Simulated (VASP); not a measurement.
Consider the following.

```xyz
10
Lattice="4.7152 -2.4988 -0.0010 4.7152 2.4988 -0.0010 3.3919 0.0000 4.1197" Properties=species:S:1:pos:R:3 pbc="T T T"
Ga    10.9681     0.0000     3.5222
Ga     4.5570     0.0000     1.4634
Ga     1.8541     0.0000     0.5954
Ga     8.2652     0.0000     2.6542
O      4.9015    -0.9833     3.0892
O      5.3027     1.7410     1.8397
O      7.9207     0.9833     1.0284
O      6.9987     0.7577     3.8995
O      7.5194    -1.7410     2.2779
O      5.8235    -0.7577     0.2181
```

All values below come from r2SCAN meta-GGA, VASP's PBE PAW potentials (set 64) (plane waves; VASP 6.6.1). Settings: 520 eV cut-off, 6×6×6 Γ-centred mesh, tetrahedra with Blöchl corrections, potentials Ga_d O.

Task: What does the run give for the energy per atom (σ→0), band gap (over mesh and band path) with the smallest direct gap where there is one?

Result: 
| Item | Value |
|---|---|
| band gap (over mesh and band path) | 3.46 eV |
| smallest direct gap (over mesh and band path) | 3.72 eV |
| energy per atom (σ→0) | -10.233 eV/atom |

Total energies compare only between runs with the same potentials, cut-off and functional.

The compound is Ga2O3 in the corundum structure, the metastable α form; monoclinic β is stable. It was relaxed first.
